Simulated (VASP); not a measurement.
# A VASP study of MnAlGe (PBEsol): structure first, properties next, part 2 of 3

Aim: relax MnAlGe, then compute properties on the relaxed cell. The start is a cell from a database of measured crystal structures.

VASP 6.6.1, plane waves and PAW; the level of theory is named at each step.

Still holding for the runs below: The magnetic order is the lowest of the few collinear ones that converged above; longer or canted patterns were not tried.

So far, moment of the cell, from the last line of the log (μB): step 2 (magnetic order: ferromagnetic) 3.45; step 8 (full relaxation (PBEsol)) 3.57. The relaxed cell has a = 3.841, c = 5.832 Å (conventional setting).

### 9. Second relaxation

The basis stayed that of the start cell while the cell moved. A rerun from the cell reached resets it; the error of the finite cutoff stays.

Contents of INCAR:

```
SYSTEM = MnAlGe
PREC = Accurate
ENCUT = 410
EDIFF = 1E-06
NELM = 100
ISMEAR = 1
SIGMA = 0.2
LREAL = .FALSE.
ALGO = Normal
GGA = PS
NBANDS = 42
ISPIN = 2
MAGMOM = 1.78 1.78 -0.02 -0.02 -0.06 -0.06
LASPH = .TRUE.
LMAXMIX = 4
LORBIT = 11
LWAVE = .FALSE.
LCHARG = .FALSE.
KPAR = 8
IBRION = 2
NSW = 60
ISIF = 3
EDIFFG = -0.01
```

Contents of POSCAR:

```
MnAlGe
1.0
    3.8413389571      0.0000000000      0.0000000000
    0.0000000000      3.8413389571      0.0000000000
    0.0000000000      0.0000000000      5.8324986755
Mn Al Ge
2 2 2
Direct
    0.0000000000      0.0000000000      0.0000000000
    0.5000000000      0.5000000000      0.0000000000
    0.5000000000      0.0000000000      0.7058767588
    0.0000000000      0.5000000000      0.2941232412
    0.5000000000      0.0000000000      0.2738844362
    0.0000000000      0.5000000000      0.7261155638
```

Contents of KPOINTS:

```
Automatic mesh
0
Gamma
6 6 4
0 0 0
```

PAW data sets: Mn_pv, Al and Ge_d (PBE family, release 64).

Run with:

```console
$ mpirun -np 8 vasp_std
```

Elapsed: 44 s, on 8 MPI ranks of Intel Xeon Platinum 8488C (Sapphire Rapids), shared host; peak memory 2.4 GiB; 5.8 min of CPU time.

Little changed from the start: no atom moved by 0.005 Å and no cell edge by 0.1 %.

Numbers from this step:

```yaml
free_energy_toten: -38.84 eV
energy_at_zero_smearing: -38.84 eV
fermi_energy: 8.858 eV
pressure: 0.01265 GPa
moment_of_the_cell_from_the_last_line_of_the_log: 3.561 μB
scf_cycles_over_all_ionic_steps: 29
```

It ends with a largest force of 0.004 eV/Å and a pressure of 0.01 GPa. The volume moved by only 0.13 %, so the volume is settled.

### 10. Single point with fields (PBEsol)

The relaxed cell gets a fresh self-consistent run, on a basis set for its own volume, to fix the density and to check the remaining stress.

Changes to INCAR since step 9:

```diff
@@ -17,7 +17,5 @@
 LWAVE = .FALSE.
-LCHARG = .FALSE.
-KPAR = 8
-IBRION = 2
-NSW = 60
-ISIF = 3
-EDIFFG = -0.01
+LCHARG = .TRUE.
+ISIF = 2
+LELF = .TRUE.
+LVHAR = .TRUE.
```

Contents of POSCAR:

```
MnAlGe
1.0
    3.8396184881      0.0000000000      0.0000000000
    0.0000000000      3.8396184881      0.0000000000
    0.0000000000      0.0000000000      5.8301322117
Mn Al Ge
2 2 2
Direct
    0.0000000000      0.0000000000      0.0000000000
    0.5000000000      0.5000000000      0.0000000000
    0.5000000000      0.0000000000      0.7058810200
    0.0000000000      0.5000000000      0.2941189800
    0.5000000000      0.0000000000      0.2738525020
    0.0000000000      0.5000000000      0.7261474980
```

KPOINTS is that of step 9.

Run with:

```console
$ mpirun -np 8 vasp_std
```

Elapsed: 25 s, on 8 MPI ranks; peak memory 1.1 GiB.

With spin, VASP writes an ELF for each channel.

This step gave:

```
SCF cycles                                        : 15
bands                                             : 48
pressure                                          : -0.05145 GPa
moment of the cell, from the last line of the log : 3.560 μB
```

Valence electrons inside each PAW sphere by angular momentum. Sphere charges, by row:

```
atom  s (e)  p (e)  d (e)  tot (e)
 Mn1  0.322   6.34  5.245    11.91
 Mn2  0.322   6.34  5.245    11.91
 Al3  0.413  0.377      0     0.79
 Al4  0.413  0.377      0     0.79
 Ge5  1.108  1.344  10.07    12.52
 Ge6  1.108  1.344  10.07    12.52
```

Spin density in the ac plane at fractional y = 0.000, with atoms of Mn and Al and Ge within 0.2 Å of it.

Values in e/Å³, 21 rows by 14 columns, each cell a mean:
```
2.1 1.6 0.7 0.2 0.0 0.0 0.0 0.0 0.0 0.0 0.1 0.3 1.0 1.7
0.7 0.6 0.3 0.1 0.0 0.0 0.0 0.0 0.0 0.0 0.1 0.1 0.4 0.7
0.1 0.1 0.1 0.1 0.0 0.0 0.0 0.0 0.0 0.0 0.0 0.1 0.1 0.1
0.0 0.0 0.0 0.0 0.0 0.0 0.0 0.0 0.0 0.0 0.0 0.0 0.0 0.0
0.0 0.0 0.0 0.0 0.0 0.0 0.0 0.0 0.0 0.0 0.0 0.0 0.0 0.0
0.0 0.0 0.0 0.0 0.0 0.0 0.0 0.0 0.0 0.0 0.0 0.0 0.0 0.0
0.0 0.0 0.0 0.0 0.0 0.0 0.0 0.0 0.0 0.0 0.0 0.0 0.0 0.0
0.0 0.0 0.0 0.0 0.0 0.0 0.0 0.0 0.0 0.0 0.0 0.0 0.0 0.0
0.0 0.0 0.0 0.0 0.0 0.0 0.0 0.0 0.0 0.0 0.0 0.0 0.0 0.0
0.0 0.0 0.0 0.0 0.0 0.0 0.0 0.0 0.0 0.0 0.0 0.0 0.0 0.0
0.0 0.0 0.0 0.0 0.0 0.0 0.0 0.0 0.0 0.0 0.0 0.0 0.0 0.0
0.0 0.0 0.0 0.0 0.0 0.0 0.0 0.0 0.0 0.0 0.0 0.0 0.0 0.0
0.0 0.0 0.0 0.0 0.0 0.0 0.0 0.0 0.0 0.0 0.0 0.0 0.0 0.0
0.0 0.0 0.0 0.0 0.0 0.0 0.0 0.0 0.0 0.0 0.0 0.0 0.0 0.0
0.0 0.0 0.0 0.0 0.0 0.0 0.0 0.0 0.0 0.0 0.0 0.0 0.0 0.0
0.0 0.0 0.0 0.0 0.0 0.0 0.0 0.0 0.0 0.0 0.0 0.0 0.0 0.0
0.0 0.0 0.0 0.0 0.0 0.0 0.0 0.0 0.0 0.0 0.0 0.0 0.0 0.0
0.1 0.1 0.1 0.0 0.0 0.0 0.0 0.0 0.0 0.0 0.0 0.0 0.1 0.1
0.4 0.4 0.2 0.1 0.0 0.0 0.0 0.0 0.0 0.0 0.0 0.1 0.3 0.4
1.7 1.4 0.6 0.1 0.0 0.0 0.0 0.0 0.0 0.0 0.1 0.2 0.9 1.5
2.7 2.0 0.9 0.2 0.1 0.0 0.0 0.0 0.0 0.0 0.1 0.3 1.2 2.2
```
Columns run along a (3.8 Å), rows up along c (5.8 Å). Atoms in or near the plane, at fractional coordinates: Mn at (0.00, 0.00), Al at (0.50, 0.71), Ge at (0.50, 0.27).

ELF of up spins in the ac plane at fractional y = 0.000, with atoms of Mn and Al and Ge within 0.2 Å of it. It is the smooth field of the valence electrons, not physical close to the nuclei.

Ten even steps from '_' (0.01) to '@' (0.91), each cell a mean:
```
__..--::::----::----::----..
::::--::--==--------------::
::::::--======--==++==--::::
::::--++++==::..--++++==--::
----==++++--____..==++++==--
----==++==..______::==++==--
::----==--..______..--==----
....::--------==--------::..
__....--++##%%%%%%**==::....
____..--**%%@@@@@@%%++::..__
____..==**%%@@@@@@%%**--..__
__..::==**########**++--..__
....--==++++++++++++++==::..
::::--======::::--======--::
----======::..::..--======--
----======::......--======--
::::--======::::::======--::
::::::--==============--::::
::::::::--==========--::::::
__::--::::----------::::--..
__..--::::::::::::::::--::__
```
Columns run along a (3.8 Å), rows up along c (5.8 Å). Atoms in or near the plane, at fractional coordinates: Mn at (0.00, 0.00), Al at (0.50, 0.71), Ge at (0.50, 0.27).

Valence density in the ac plane at fractional y = 0.000, with atoms of Mn and Al and Ge within 0.2 Å of it. It is the smooth field of the valence electrons, not physical close to the nuclei.

Ten steps, logarithmic in the rise over the least value, from '0' (0 e/Å³) to '9' (17 e/Å³), each cell a mean:
```
98632111112478
77422111112357
43222111112234
22221111111222
11111100111111
11111100011111
11111000011111
00111111111100
00011111111100
00011122211000
00011222221100
00011233321100
00112456532110
01123688752111
11124799963211
11124799963211
22223678753222
33222355432223
66422222222246
98632111122378
99632111112479
```
Columns run along a (3.8 Å), rows up along c (5.8 Å). Atoms in or near the plane, at fractional coordinates: Mn at (0.00, 0.00), Al at (0.50, 0.71), Ge at (0.50, 0.27).

In this run the pressure is -0.05 GPa, small enough to go on.

### 11. Band structure (PBEsol)

The mesh alone shows little of the dispersion and can miss band extrema, so KPOINTS_OPT adds a path through the symmetry points after the self-consistent cycle.

Contents of INCAR:

```
SYSTEM = MnAlGe
PREC = Accurate
ENCUT = 410
EDIFF = 1E-06
NELM = 100
ISMEAR = 1
SIGMA = 0.2
LREAL = .FALSE.
ALGO = Normal
GGA = PS
NBANDS = 52
ISPIN = 2
MAGMOM = 1.805 1.805 -0.017 -0.017 -0.054 -0.054
LASPH = .TRUE.
LMAXMIX = 4
LORBIT = 11
LWAVE = .FALSE.
LCHARG = .FALSE.
KPAR = 8
```

POSCAR is that of step 10.

KPOINTS is that of step 10.

Contents of KPOINTS_OPT:

```
Line mode
16
Line-mode
Reciprocal
  0.00000000   0.00000000   0.00000000 GAMMA
  0.00000000   0.50000000   0.00000000 X

  0.00000000   0.50000000   0.00000000 X
  0.50000000   0.50000000   0.00000000 M

  0.50000000   0.50000000   0.00000000 M
  0.00000000   0.00000000   0.00000000 GAMMA

  0.00000000   0.00000000   0.00000000 GAMMA
  0.00000000   0.00000000   0.50000000 Z

  0.00000000   0.00000000   0.50000000 Z
  0.00000000   0.50000000   0.50000000 R

  0.00000000   0.50000000   0.50000000 R
  0.50000000   0.50000000   0.50000000 A

  0.50000000   0.50000000   0.50000000 A
  0.00000000   0.00000000   0.50000000 Z

  0.00000000   0.50000000   0.00000000 X
  0.00000000   0.50000000   0.50000000 R

  0.50000000   0.50000000   0.00000000 M
  0.50000000   0.50000000   0.50000000 A
```

Run with:

```console
$ mpirun -np 8 vasp_std
```

Run time: 1.7 min. Hardware: 8 MPI ranks; peak memory 3.3 GiB.

Spin-orbit coupling is off here; it would split degenerate levels.

This step gave:

```
bands    : 52
pressure : -0.05020 GPa
```

Spin up. Electronic bands along the path, in eV, zero at the Fermi level; # counts the bands kept:

```
          point    #11    #12    #13    #14    #15    #16   #17   #18
              Γ  -1.36  -1.36  -0.78   0.49   1.05   2.85  2.85  3.20
0.47 of the way  -1.35  -1.11  -0.63   0.23   0.25   2.23  2.69  2.77
              X  -1.51  -1.51  -0.93  -0.93   0.98   0.98  2.90  2.90
0.53 of the way  -1.57  -1.57  -0.98  -0.98   0.05   0.05  1.87  1.87
              M  -1.82  -1.82  -1.09  -1.09  -0.01  -0.01  0.96  0.96
0.47 of the way  -1.41  -1.23  -0.54  -0.17   0.11   0.29  1.59  3.05
              Γ  -1.36  -1.36  -0.78   0.49   1.05   2.85  2.85  3.20
0.47 of the way  -1.34  -1.34  -0.78   0.49   1.59   1.59  1.82  2.55
              Z  -1.26  -1.26  -0.78   0.49   0.55   0.55  1.87  2.05
0.53 of the way  -1.20  -1.17  -0.46   0.03   0.90   0.93  2.25  3.56
              R  -1.58  -1.58   0.56   0.56   1.61   1.61  2.46  2.46
0.47 of the way  -1.65  -1.65  -1.00  -1.00   1.07   1.07  2.80  2.80
              A  -1.83  -1.83  -1.09  -1.09   0.86   0.86  2.96  2.96
0.47 of the way  -1.41  -1.24  -1.23  -1.07   0.81   1.86  2.16  2.17
              Z  -1.26  -1.26  -0.78   0.49   0.55   0.55  1.87  2.05
      jump to X  -1.51  -1.51  -0.93  -0.93   0.98   0.98  2.90  2.90
0.47 of the way  -1.56  -1.56  -0.43  -0.43   1.20   1.20  2.86  2.86
              R  -1.58  -1.58   0.56   0.56   1.61   1.61  2.46  2.46
      jump to M  -1.82  -1.82  -1.09  -1.09  -0.01  -0.01  0.96  0.96
0.53 of the way  -1.83  -1.83  -1.09  -1.09   0.56   0.56  1.76  1.76
              A  -1.83  -1.83  -1.09  -1.09   0.86   0.86  2.96  2.96
```

Of the projections kept (Mn, Al, Ge), the largest for each band there; the rest of the weight can lie on other orbitals:

```
point      #11      #12      #13      #14      #15      #16      #17      #18
    Γ  Mn 0.97  Mn 0.97  Mn 1.00  Mn 1.00  Ge 0.61  Mn 0.50  Mn 0.50  Mn 0.85
    X  Mn 0.98  Mn 0.98  Mn 0.90  Mn 0.90  Mn 0.52  Mn 0.52  Mn 0.45  Mn 0.45
    M  Mn 0.98  Mn 0.98  Mn 0.99  Mn 0.99  Mn 0.94  Mn 0.94  Mn 0.67  Mn 0.67
    Γ  Mn 0.97  Mn 0.97  Mn 1.00  Mn 1.00  Ge 0.61  Mn 0.50  Mn 0.50  Mn 0.85
    Z  Mn 0.90  Mn 0.90  Mn 1.00  Mn 1.00  Mn 0.62  Mn 0.62  Mn 0.60  Ge 0.52
    R  Mn 0.99  Mn 0.99  Mn 0.52  Mn 0.52  Mn 0.53  Mn 0.53  Mn 0.51  Mn 0.51
```

Spin down. The electronic bands at the labelled points (eV, zero at the Fermi level; # counts the bands kept):

```
          point     #9    #10    #11    #12    #13   #14   #15   #16
              Γ  -2.14  -1.33  -0.89  -0.87   0.40  0.40  1.04  1.53
0.47 of the way  -1.98  -1.27  -0.80  -0.03   0.02  0.44  1.04  1.19
              X  -1.23  -1.23  -1.06  -1.06   0.08  0.08  0.50  0.50
0.53 of the way  -2.38  -2.38  -1.18  -1.18   0.25  0.25  0.72  0.72
              M  -2.90  -2.90  -1.86  -1.86   0.23  0.23  0.78  0.78
0.47 of the way  -2.43  -1.31  -1.05  -0.83   0.46  0.59  0.72  1.13
              Γ  -2.14  -1.33  -0.89  -0.87   0.40  0.40  1.04  1.53
0.47 of the way  -2.13  -1.98  -1.09  -0.75   0.40  0.40  1.53  1.70
              Z  -1.81  -1.64  -1.64  -0.56   0.40  0.40  1.40  1.40
0.53 of the way  -1.93  -1.67  -1.15  -0.23   0.07  0.38  0.84  0.96
              R  -1.62  -1.62  -1.33  -1.33   0.06  0.06  1.11  1.11
0.47 of the way  -2.08  -2.08  -1.33  -1.33   0.17  0.17  0.53  0.53
              A  -2.22  -2.22  -1.39  -1.39   0.23  0.23  0.78  0.78
0.47 of the way  -2.17  -1.69  -1.40  -0.62  -0.21  0.22  0.58  0.75
              Z  -1.81  -1.64  -1.64  -0.56   0.40  0.40  1.40  1.40
      jump to X  -1.23  -1.23  -1.06  -1.06   0.08  0.08  0.50  0.50
0.47 of the way  -1.28  -1.28  -1.18  -1.18   0.06  0.06  0.66  0.66
              R  -1.62  -1.62  -1.33  -1.33   0.06  0.06  1.11  1.11
      jump to M  -2.90  -2.90  -1.86  -1.86   0.23  0.23  0.78  0.78
0.53 of the way  -2.49  -2.49  -1.51  -1.51   0.23  0.23  0.78  0.78
              A  -2.22  -2.22  -1.39  -1.39   0.23  0.23  0.78  0.78
```

Of the projections kept (Mn, Al, Ge), the largest for each band there; the rest of the weight can lie on other orbitals:

```
point       #9      #10      #11      #12      #13      #14      #15      #16
    Γ  Mn 0.99  Ge 0.56  Mn 0.92  Mn 0.93  Mn 0.97  Mn 0.97  Ge 0.60  Mn 1.00
    X  Mn 0.89  Mn 0.89  Mn 0.76  Mn 0.76  Mn 0.98  Mn 0.98  Mn 0.89  Mn 0.89
    M  Ge 0.57  Ge 0.57  Mn 0.96  Mn 0.96  Mn 0.97  Mn 0.97  Mn 0.99  Mn 0.99
    Γ  Mn 0.99  Ge 0.56  Mn 0.92  Mn 0.93  Mn 0.97  Mn 0.97  Ge 0.60  Mn 1.00
    Z  Mn 0.41  Ge 0.59  Ge 0.59  Mn 0.95  Mn 0.97  Mn 0.97  Mn 0.74  Mn 0.74
    R  Mn 0.80  Mn 0.80  Mn 0.90  Mn 0.90  Mn 0.97  Mn 0.97  Mn 0.52  Mn 0.52
```

There is no gap at this level.

### 12. Density of states (PBEsol)

A density of states needs more k-points than a total energy; ISMEAR = -5 takes tetrahedra, and LORBIT projects the states on the PAW spheres. The mesh is finer than in the run before.

Changes to INCAR since step 11:

```diff
@@ -5,3 +5,3 @@
 NELM = 100
-ISMEAR = 1
+ISMEAR = -5
 SIGMA = 0.2
@@ -19 +19,2 @@
 KPAR = 8
+NEDOS = 2001
```

POSCAR is that of step 11.

Contents of KPOINTS:

```
Automatic mesh
0
Gamma
9 9 6
0 0 0
```

Run with:

```console
$ mpirun -np 8 vasp_std
```

It took 63 s on 8 MPI ranks; peak memory 3.3 GiB; 8.2 min of CPU time.

With tetrahedra the forces and stress of a metal are not exact derivatives of the energy.

This step gave:

* SCF cycles: 18
* irreducible k-points: 60
* free energy (TOTEN): -38.83 eV
* Fermi energy: 8.848 eV
* pressure: -0.002797 GPa
* moment of the cell, from the last line of the log: 3.558 μB
* DOS at the Fermi level: 5.784 states/eV/cell

The density of states has structure finer than the step of the table below, so its rows give means over 1 eV, whole bins alone (the curve runs from -12.0 to 3.44 eV). Peaks (eV: height): total up -2.9: 3.92, -2.1: 3.34, -1.6: 5.15, -1.1: 4.51; total down 0.0: 4.74, 0.3: 5.00, 0.4: 4.42, 0.6: 6.31; Mn d up -2.9: 2.18, -1.6: 4.24, -1.1: 3.65, 0.8: 1.51; Mn d down 0.0: 3.49, 0.3: 4.04, 0.4: 3.38, 0.6: 4.96; Ge p up -6.4: 0.297, -4.2: 0.319, -3.7: 0.398, -3.0: 0.453.

States under -12.0 eV and over 3.4 eV are left out. Table of density of states by energy, zero at the Fermi level; means over each step; 7 of 16 lines; values in states/eV/cell:

```
energy (eV)  total up  total down  Mn d up  Mn d down  Ge p up  Ge p down  Al p up
        -11     0.480       0.463  0.00466    0.00344  0.00655    0.00612  0.00588
        -10     0.943       0.924   0.0246     0.0173   0.0104     0.0101   0.0164
         -9     0.368       0.417   0.0163     0.0132  0.00222    0.00243  0.00468
         -8    0.0482      0.0227  0.00191     5.4e-4  0.00662    0.00329   2.9e-4
         -7     0.829       0.624   0.0692     0.0280    0.108     0.0869   0.0108
         -6      1.03        1.06    0.174     0.0942    0.136      0.158   0.0207
         -5     0.932       0.790    0.192      0.101    0.134      0.124   0.0411
         -4      1.97        1.21    0.701      0.206    0.293      0.221   0.0840
         -3      2.67        1.92     1.34      0.500    0.321      0.378   0.0776
         -2      3.12        2.10     2.21      0.967    0.152      0.265   0.0499
         -1      2.83        1.95     2.11       1.19   0.0874      0.124   0.0472
          0      1.02        2.33    0.598       1.74   0.0743     0.0429   0.0266
          1      1.34        2.52    0.726       1.90    0.148     0.0660   0.0367
          2      1.09        1.62    0.313      0.919   0.0934      0.131   0.0494
```

The finer mesh and the other smearing move the Fermi level by -0.01 eV from the 6×6×4 run, a small shift, which tests the Fermi level alone. Of the states within 0.3 eV of the Fermi level, the largest shares in the PAW spheres are Mn d 70 %. The rest lies in smaller channels or between the spheres.

### 13. Band structure (PBEsol + SOC)

This step: PBEsol, spin-orbit coupling, spin-polarised from a ferromagnetic start; plane waves and PAW (Mn_pv, Al, Ge_d) (VASP 6.6.1).

Levels along the symmetry lines show where the bands peak and cross; KPOINTS_OPT computes them in the converged potential. Spin-orbit coupling needs spinors and the noncollinear program, where each band holds one electron.

Contents of INCAR:

```
SYSTEM = MnAlGe
PREC = Accurate
ENCUT = 410
EDIFF = 1E-06
NELM = 100
ISMEAR = 1
SIGMA = 0.2
LREAL = .FALSE.
ALGO = Normal
GGA = PS
LNONCOLLINEAR = .TRUE.
MAGMOM = 0 0 1.805 0 0 1.805 0 0 -0.017 0 0 -0.017 0 0 -0.054 0 0 -0.054
NBANDS = 74
GGA_COMPAT = .FALSE.
LASPH = .TRUE.
LSORBIT = .TRUE.
LORBMOM = .TRUE.
ISYM = -1
LMAXMIX = 4
LORBIT = 11
LWAVE = .FALSE.
LCHARG = .FALSE.
KPAR = 8
```

POSCAR is that of step 12.

Contents of KPOINTS:

```
Automatic mesh
0
Gamma
5 5 3
0 0 0
```

KPOINTS_OPT is that of step 11.

Run with:

```console
$ mpirun -np 8 vasp_ncl
```

Run time: 5.7 min. Hardware: 8 MPI ranks; peak memory 7.6 GiB; 45 min of CPU time.

This step gave:

| Quantity | Value |
| --- | --- |
| SCF cycles | 33 |
| bands | 74 |
| irreducible k-points | 75 |
| free energy (TOTEN) | -38.89 eV |
| energy at zero smearing | -38.88 eV |
| Fermi energy | 8.881 eV |
| pressure | -0.3521 GPa |
| moment of the cell, from the last line of the log | -0.0029, 0.0027, 3.363 μB |

Spin moment in the PAW sphere by atom:

```
atom  x (μB)  y (μB)  z (μB)  size
 Mn1    0.00    0.00    1.73  1.73
 Mn2    0.00    0.00    1.73  1.73
 Al3    0.00    0.00   -0.02  0.02
 Al4    0.00    0.00   -0.02  0.02
 Ge5    0.00    0.00   -0.06  0.06
 Ge6    0.00    0.00   -0.06  0.06
```

Orbital moment by atom:

```
atom  x (μB)  y (μB)  z (μB)    size
 Mn1  0.0000  0.0000  0.0200  0.0200
 Mn2  0.0000  0.0000  0.0200  0.0200
 Al3  0.0000  0.0000  0.0000  0.0000
 Al4  0.0000  0.0000  0.0000  0.0000
 Ge5  0.0000  0.0000  0.0000  0.0000
 Ge6  0.0000  0.0000  0.0000  0.0000
```

On-site spin-orbit energy by atom:

```
atom  on-site spin-orbit energy (eV)
 Mn1                         -0.0287
 Mn2                         -0.0287
 Al3                         -0.0002
 Al4                         -0.0002
 Ge5                         -0.0181
 Ge6                         -0.0181
```

The electronic bands at the labelled points (eV, zero at the Fermi level; # counts the bands kept):

```
          point    #21    #22    #23    #24    #25   #26   #27   #28
              Γ  -0.91  -0.90  -0.71   0.34   0.39  0.54  1.01  1.04
0.47 of the way  -0.83  -0.62  -0.07   0.00   0.26  0.27  0.42  1.02
              X  -1.09  -1.09  -0.90  -0.90   0.06  0.06  0.47  0.47
0.53 of the way  -1.20  -1.20  -0.94  -0.94   0.07  0.07  0.23  0.23
              M  -1.76  -1.76  -1.05  -1.05   0.01  0.01  0.21  0.21
0.47 of the way  -1.06  -0.84  -0.52  -0.16   0.13  0.30  0.44  0.56
              Γ  -0.91  -0.90  -0.71   0.34   0.39  0.54  1.01  1.04
0.47 of the way  -1.11  -0.78  -0.71   0.34   0.39  0.54  1.50  1.56
              Z  -1.21  -0.71  -0.59   0.34   0.39  0.53  0.54  0.56
0.53 of the way  -1.13  -0.44  -0.26   0.01   0.05  0.34  0.81  0.92
              R  -1.35  -1.35   0.04   0.04   0.55  0.55  1.07  1.07
0.47 of the way  -1.35  -1.35  -0.97  -0.97   0.15  0.15  0.50  0.50
              A  -1.41  -1.41  -1.04  -1.04   0.21  0.21  0.75  0.75
0.47 of the way  -1.20  -1.19  -1.07  -0.63  -0.24  0.18  0.55  0.72
              Z  -1.21  -0.71  -0.59   0.34   0.39  0.53  0.54  0.56
      jump to X  -1.09  -1.09  -0.90  -0.90   0.06  0.06  0.47  0.47
0.47 of the way  -1.20  -1.20  -0.42  -0.42   0.04  0.04  0.62  0.62
              R  -1.35  -1.35   0.04   0.04   0.55  0.55  1.07  1.07
      jump to M  -1.76  -1.76  -1.05  -1.05   0.01  0.01  0.21  0.21
0.53 of the way  -1.53  -1.53  -1.04  -1.04   0.21  0.21  0.59  0.59
              A  -1.41  -1.41  -1.04  -1.04   0.21  0.21  0.75  0.75
```

Of the projections kept (Mn, Al, Ge), the largest for each band there; the rest of the weight can lie on other orbitals:

```
point      #21      #22      #23      #24      #25      #26      #27      #28
    Γ  Mn 0.92  Mn 0.93  Mn 1.00  Mn 0.97  Mn 0.97  Mn 1.00  Ge 0.60  Ge 0.61
    X  Mn 0.77  Mn 0.77  Mn 0.90  Mn 0.90  Mn 0.98  Mn 0.98  Mn 0.89  Mn 0.89
    M  Mn 0.98  Mn 0.98  Mn 0.99  Mn 0.99  Mn 0.94  Mn 0.94  Mn 0.97  Mn 0.97
    Γ  Mn 0.92  Mn 0.93  Mn 1.00  Mn 0.97  Mn 0.97  Mn 1.00  Ge 0.60  Ge 0.61
    Z  Mn 0.92  Mn 1.00  Mn 0.95  Mn 0.97  Mn 0.97  Mn 0.64  Mn 1.00  Mn 0.63
    R  Mn 0.90  Mn 0.90  Mn 0.97  Mn 0.97  Mn 0.52  Mn 0.52  Mn 0.52  Mn 0.52
```

Force by atom:

```
atom  x (eV/Å)  y (eV/Å)  z (eV/Å)   size
 Mn1     0.000     0.000     0.000  0.000
 Mn2     0.000     0.000     0.000  0.000
 Al3     0.000     0.000     0.112  0.112
 Al4     0.000     0.000    -0.112  0.112
 Ge5     0.000     0.000    -0.144  0.144
 Ge6     0.000     0.000     0.144  0.144
```

At these settings, which differ from those of the relaxation, the cell is under a tension of 0.4 GPa.

[end of part 2 of 3]

[Lines on the potential files, build, host, timing and source positions are cut from VASP's logs without a mark.]

[Logs are printed without paths, hosts, clocks, repeated set-up lines and the standing remarks that a program may print on its own settings, such as how far it seeks lower states.]

[Hosts, paths, dates, database ids (printed as entryN), source tags and the programs' standing remarks are cut or masked in the printed files.]

[A measured line is paired with the nearest computed mode of its activity, which favours agreement.]
